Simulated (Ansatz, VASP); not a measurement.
## Cross-check of AlB2P2N between VASP and Ansatz

One calculation is typed for both programs; each brings its own data sets. How far apart do they land? The cell is generated by rule, not measured, and may not be a known phase. The cell is taken from a series of runs on this material, whose earlier steps may have relaxed, scaled, displaced or heated it; both programs get it as it stands.

Method: plane waves, with VASP 6.6.1 beside it; PBEsol, in Ansatz 0.2.0.

The structure was built from a prototype and need not be the compound's stable phase.

## (1) Set-up

It takes space group Amm2 (No. 38, orthorhombic). The conventional cell has a = 3.470 Å, b = 3.202 Å, c = 14.474 Å, α = 90.00°, β = 90.00°, γ = 90.00°. Al has 2 N at 1.87 Å and 2 P at 2.33 Å nearest. Nearest to B lie 1 N at 1.38 Å and 2 P at 1.95 Å. Nearest to B lie 4 P at 1.95 to 2.06 Å. N has 1 B at 1.38 Å and 2 Al at 1.87 Å nearest. P has 4 B at 1.95 to 2.06 Å nearest. Nearest to P lie 2 B at 1.95 Å and 2 Al at 2.33 Å. Farther neighbours and most contacts between anions are not listed.

## (2) Ansatz: zone-centre phonons, PBEsol

Ansatz runs on its default PAW (the set named soft_2) files.

Second derivatives magnify differences that forces hide, and they need a tight electronic threshold.

File input.yaml:

```yaml
crystal:
  lattice:
    - [7.2368249471, -1.6010659534, 0.0136634624]
    - [7.2368249471, 1.6010659534, 0.0136634624]
    - [-0.0068131826, 0.0, 3.4701398123]
  atoms:
    - { symbol: Al, position: [0.3459918833, 0.3459918833, 0.2094478309] }
    - { symbol: B, position: [0.0076726413, 0.0076726413, 0.2093849775] }
    - { symbol: B, position: [0.6614479728, 0.6614479728, 0.7093936267] }
    - { symbol: "N", position: [0.9121029749, 0.9121029749, 0.2094428971] }
    - { symbol: P, position: [0.5846715116, 0.5846715116, 0.2093656981] }
    - { symbol: P, position: [0.2381130161, 0.2381130161, 0.7094164491] }
kpoints:
  mp_grid: { grid: [10, 10, 8] }
hamiltonian:
  xc: pbesol
scf:
  occupations: { method: fixed }
output:
  eigenvalues: true
phonons:
  method: dfpt
```

On the command line:

```
$ ansatz run input.yaml --threads 8 --pin off --max-ram 14336MiB --backend cpu --events-out ev --progress --plain --runs-dir out
```

Numbers of over 12 decimals in the logs are rounded to 6 here.

Output:

```text
zone centre: on kpoints.mp_grid the ground state, and the responses unless they are solved on pairs of k-points, stand on 227 of the mesh's 800 k-points, reduced under 2 symmetry operations, with k and −k counted as one. Each operation leaves every solved displacement unchanged or reverses it
Engine: ansatz 0.2.0, x86_64-unknown-linux-gnu
Pseudopotentials: kind: paw
Pseudopotential: Al, paw, valence charge 3, recommended cutoff 420 eV (normal), Al.paw.azcp
Pseudopotential: B, paw, valence charge 3, recommended cutoff 420 eV (normal), B.paw.azcp
Pseudopotential: N, paw, valence charge 5, recommended cutoff 420 eV (normal), N.paw.azcp
Pseudopotential: P, paw, valence charge 5, recommended cutoff 420 eV (normal), P.paw.azcp
Functional definition: PBEsol
  exchange = pbesol_x
  correlation = pbesol_c
Crystal: 6 atoms, lattice volume = 80.415 Å³
Basis set: ecut = 420 eV, 1587 PW (Γ), exchange–correlation on 100×100×48 points (8 copies of the dense FFT grid, shifted against one another)
Bands: 18, of which v1, the nominal top of the filled ones, is band 12 counted from 1 (11 counted from 0)
Symmetry: 2 space group operations
k-points: 227 of 800 (time reversal used)
Non-local potential: Al, projectors of the file, l = 0: 2, l = 1: 2, l = 2: 1
Non-local potential: B, projectors of the file, l = 0: 2, l = 1: 2, l = 2: 1
Non-local potential: N, projectors of the file, l = 0: 2, l = 1: 2, l = 2: 1
Non-local potential: P, projectors of the file, l = 0: 2, l = 1: 2, l = 2: 2
PAW form: soft (Blöchl's): semilocal exchange-correlation on the pseudo side does not see the compensation charge
PAW frozen core: Al, regenerated for the run's functional, and the local potential with it (the file was generated under x = pbe(κ = 0.804, μ = 0.219515), c = pbe(β = 0.066725))
PAW frozen core: B, regenerated for the run's functional, and the local potential with it (the file was generated under x = pbe(κ = 0.804, μ = 0.219515), c = pbe(β = 0.066725))
PAW frozen core: N, regenerated for the run's functional, and the local potential with it (the file was generated under x = pbe(κ = 0.804, μ = 0.219515), c = pbe(β = 0.066725))
PAW frozen core: P, regenerated for the run's functional, and the local potential with it (the file was generated under x = pbe(κ = 0.804, μ = 0.219515), c = pbe(β = 0.066725))
PAW one-centre angular grid: Al, 110 points (default); XC on 64 Gauss nodes
PAW one-centre angular grid: B, 110 points (default); XC on 64 Gauss nodes
PAW one-centre angular grid: N, 110 points (default); XC on 64 Gauss nodes
PAW one-centre angular grid: P, 110 points (default); XC on 64 Gauss nodes
Initial density: superposition of atomic densities (neutral atoms: chi_scale 0, normalization atom), corrected by the library's trained network
Initial wavefunctions: pseudopotential atomic-orbital guess
Functional: x = pbesol(κ = 0.804, μ = 0.123457), c = pbesol(β = 0.046)
SCF iter   1: F=—  HF=-2691.281296 eV  |F-HF|=—  |Δ(HF+E_count)|=         —  Δρ=6.46e-3  dr2=4.09e-2  ethr=1.77e-3  ⟨swp⟩=5.5  Hψ=22107  notcnv=0  defer=657
preconditioner: auto → none  [insulator: Δε(μ)=0.177 eV  Ē_g=10.499 eV  n_scr=14 (ndim 8)  ℏωp=20.3 eV  f_vac=0.001  ε∞_Penn≈4.7]
SCF iter   2: F=—  HF=-2691.276164 eV  |F-HF|=—  |Δ(HF+E_count)|=   5.13e-3  Δρ=3.83e-3  dr2=1.95e-2  ethr=1.70e-4  ⟨swp⟩=2.6  Hψ=9268  notcnv=0  defer=904
SCF iter   3: F=—  HF=-2691.272214 eV  |F-HF|=—  |Δ(HF+E_count)|=   3.95e-3  Δρ=1.47e-3  dr2=2.14e-3  ethr=8.14e-5  ⟨swp⟩=2.5  Hψ=6763  notcnv=0  defer=907
SCF iter   4: F=—  HF=-2691.272076 eV  |F-HF|=—  |Δ(HF+E_count)|=   1.37e-4  Δρ=7.19e-4  dr2=5.87e-4  ethr=8.92e-6  ⟨swp⟩=3.2  Hψ=6226  notcnv=0  defer=908
SCF iter   5: F=—  HF=-2691.272045 eV  |F-HF|=—  |Δ(HF+E_count)|=   3.16e-5  Δρ=2.57e-4  dr2=5.87e-5  ethr=2.44e-6  ⟨swp⟩=2.3  Hψ=5284  notcnv=0  defer=908
SCF iter   6: F=—  HF=-2691.272048 eV  |F-HF|=—  |Δ(HF+E_count)|=   3.48e-6  Δρ=9.86e-5  dr2=6.46e-6  ethr=2.44e-7  ⟨swp⟩=2.4  Hψ=5852  notcnv=0  defer=891
SCF iter   7: F=—  HF=-2691.272050 eV  |F-HF|=—  |Δ(HF+E_count)|=   2.26e-6  Δρ=3.95e-5  dr2=6.89e-7  ethr=2.69e-8  ⟨swp⟩=2.7  Hψ=5988  notcnv=0  defer=885
SCF iter   8: F=—  HF=-2691.272051 eV  |F-HF|=—  |Δ(HF+E_count)|=   4.39e-7  Δρ=8.53e-6  dr2=3.27e-8  ethr=2.87e-9  ⟨swp⟩=2.6  Hψ=6794  notcnv=0  defer=885
SCF iter   9: F=—  HF=-2691.272051 eV  |F-HF|=—  |Δ(HF+E_count)|=   2.88e-8  Δρ=1.32e-6  dr2=8.76e-10  ethr=1.36e-10  ⟨swp⟩=2.6  Hψ=6554  notcnv=0  defer=885
SCF iter  10: F=-2691.272051 eV  HF=-2691.272051 eV  |F-HF|=2.59e-11  |Δ(HF+E_count)|=  8.23e-10  Δρ=2.23e-7  dr2=2.17e-11  ethr=1.00e-12  ⟨swp⟩=16.2  Hψ=35056  notcnv=0
SCF 1 converged in 10 iterations: F = -2691.272051 eV  dr2 = 2.17e-11
  greatest PAW one-centre occupation: 0.795 electrons in one spin orbital (limit 2), on the N atom at site 3 (counted from 0), in its partial waves of l = 0
DFPT response loops at Γ: preconditioner auto → Resta (q_TF=auto, 2.230 Å⁻¹)  ε∞=17.1 (no band partly filled); β = 1.00, the filter's whole step (`scf.mixing.beta` (0.50) is not read by the response loops at its default; to damp them type it under 1.00, their step now; it binds the ground state too); Broyden in place of MSR1
SCF converged after 10 iterations
Free energy (F): -2691.272051 eV
Harris-Foulkes:  -2691.272051 eV  (|F-HF|=2.59e-11)
Internal energy: -2691.272051 eV  (E = F + TS)
E sigma→0 (E₀):  -2691.272051 eV
Fermi energy:    7.303722 eV
--- Per-component energies (eV) ---
  E_band       = 11.781889
  E_kinetic    = 394.810603
  E_local      = -496.008533  (includes V_loc(G=0)·N_el)
  E_nonlocal   = 148.498311
  E_hartree    = 156.120393
  E_xc         = -285.582460
  E_vxc        = -303.519120  (∫ρ·V_xc dr)
  E_paw        = -1837.235918  (= ΣΔE_a)
  E_vpaw       = -44.240249  (= ΣTr[D̂ρ^β])
  E_aug_tail   = 0.000096  (compensation charges beyond the density's cutoff)
  E_ewald      = -772.043395
  E_core_change = 0.168852  (= ΣΔE_core)
  E_smearing   = -0.000000  (= −TS)
  E_closure    = -0.000000  (closes the sum)
  Σ components = -2691.272051   (vs F -2691.272051, Δ=0.00e0)
--- Band table (eV; the first three rows and the last of 227) ---
  k-point 0: bands = [... 8 lower, 4.4980, 5.5725, 6.4869, 6.5404, 7.6922, 9.4023, 10.4433, 10.8199, ... 2 higher]
  k-point 1: bands = [... 8 lower, 4.2999, 5.3623, 5.9811, 6.5126, 8.6608, 9.6559, 10.2289, 10.8832, ... 2 higher]
  k-point 2: bands = [... 8 lower, 4.3666, 4.5701, 5.7991, 6.4055, 9.2391, 9.8213, 10.5104, 11.6669, ... 2 higher]
  k-point 226: bands = [... 8 lower, 3.7004, 4.9157, 5.1731, 6.0484, 9.5442, 10.5523, 11.1343, 11.1465, ... 2 higher]
--- Phonons (Γ-DFPT): 18 representative perturbations + reference, on 227 of 800 k-points (Σ response iterations 55) ---
  k mesh reduced under 2 symmetry operations, with k and −k counted as one. Each operation leaves every solved displacement unchanged or reverses it
  ASR residual: 9.322e-5 → 0.000e0 eV/Å²; symmetrization residual: 1.327e-6 eV/Å²
  ASR residual per site (eV/Å²): 4.11e-5 6.70e-5 3.03e-5 7.12e-5 9.32e-5 8.39e-5
  Γ frequencies (cm⁻¹): 0.00 0.00 0.00 140.68 212.45 242.78 248.28 412.02 431.79 445.20 450.79 583.59 645.18 716.67 723.25 745.48 819.53 1371.72
  non-analytic LO–TO correction: not included (Born effective charges unavailable; polar crystals: no LO–TO splitting at Γ)
```

(Part 1 of 3 ends here.)

[Lines on the potential files, build, host, timing and source positions are cut from VASP's logs without a mark.]

[Logs are printed without paths, hosts, clocks, repeated set-up lines and the standing remarks that a program may print on its own settings, such as how far it seeks lower states.]

[Hosts, paths, dates, database ids (printed as entryN), source tags and the programs' standing remarks are cut or masked in the printed files.]
